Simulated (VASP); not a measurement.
Data:

```xyz
2
Lattice="2.8652 0.0000 0.0000 0.0000 2.8652 0.0000 0.0000 0.0000 2.8652" Properties=species:S:1:pos:R:3 pbc="T T T"
Al     1.4326     1.4326     1.4326
Ni     0.0000     0.0000     0.0000
```

Computed with PW91 GGA, VASP's PBE PAW potentials (set 64) (plane waves; VASP). Numerical set-up: 520 eV cut-off, 13×13×13 Γ-centred mesh, first-order Methfessel-Paxton smearing of 0.10 eV, potentials Al Ni.

Q: Give the stress tensor in GPa (positive for a compressed cell).

A: 
```
4.78  0.00  0.00
0.00  4.78  0.00
0.00  0.00  4.78
```
The pressure is its mean diagonal, 4.78 GPa.

The compound is NiAl in the CsCl type structure. This cell is one point of a volume scan, at 0.97 of the reference volume. The run is not spin-polarised, so no magnetic state was tried. The electron count is odd and the run is not spin-polarised, which forces a metal.
